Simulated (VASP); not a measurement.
```
Ba3SrO4
1.0
   -0.00053     5.44103     5.43851
    5.44103    -0.00053     5.43851
    2.72025     2.72025     0.00000
Sr O Ba
1 4 3
Direct
  0.00000   0.00000   0.00000
  0.24468   0.24468   0.51065
  0.23951   0.76049   0.50000
  0.76049   0.23951   0.50000
  0.75532   0.75532   0.48935
  0.00000   0.50000   0.00000
  0.50000   0.00000   0.00000
  0.50000   0.50000   0.00000
```

Calculation: PBEsol GGA, VASP's PBE PAW potentials (set 64) (plane waves; VASP 6.6.1). Numerical set-up: 520 eV cut-off, Gaussian smearing of 0.050 eV, potentials Sr_sv O Ba_sv.

Unless said otherwise, spin-orbit coupling is left out, though it shifts the bands of the heavy elements here.

Question: Give the energies of bands 21 to 34 at the high-symmetry points, in eV from the valence-band maximum.

Answer: 
```
band      Γ      Y     C0      Z     A0      T      S      R
----  -----  -----  -----  -----  -----  -----  -----  -----
21    -2.41  -1.97  -1.86  -1.98  -2.25  -2.43  -1.65  -1.53
22    -2.09  -1.79  -1.65  -1.80  -1.89  -2.10  -1.47  -1.44
23    -1.63  -1.63  -1.61  -1.52  -1.50  -1.63  -1.24  -1.37
24    -1.61  -1.50  -1.47  -1.46  -1.49  -1.61  -1.19  -1.21
25    -1.57  -1.43  -1.38  -1.44  -1.49  -1.58  -1.15  -1.04
26    -1.56  -1.43  -1.27  -1.43  -1.40  -1.55  -1.11  -1.04
27    -0.51  -0.71  -0.83  -0.77  -0.73  -0.56  -1.08  -0.90
28    -0.50  -0.60  -0.76  -0.71  -0.65  -0.54  -1.08  -0.90
29    -0.49  -0.57  -0.69  -0.70  -0.53  -0.47  -0.98  -0.84
30    -0.24  -0.35  -0.63  -0.35  -0.23  -0.14  -0.97  -0.83
31    -0.24  -0.33  -0.54  -0.10  -0.23   0.00  -0.89  -0.77
32    -0.17  -0.33  -0.32  -0.10  -0.18   0.00  -0.75  -0.73
33     1.92   2.92   3.26   4.23   2.15   1.88   3.28   3.22
34     3.25   3.00   3.29   4.57   2.23   1.96   3.93   3.45
```

The gap is direct, 1.88 eV, from the valence maximum at T to the conduction minimum at T.

The structure was generated: Ba3SrO4 was put into an ordered model structure (Cmmm), which need not be its known phase. It was relaxed first.
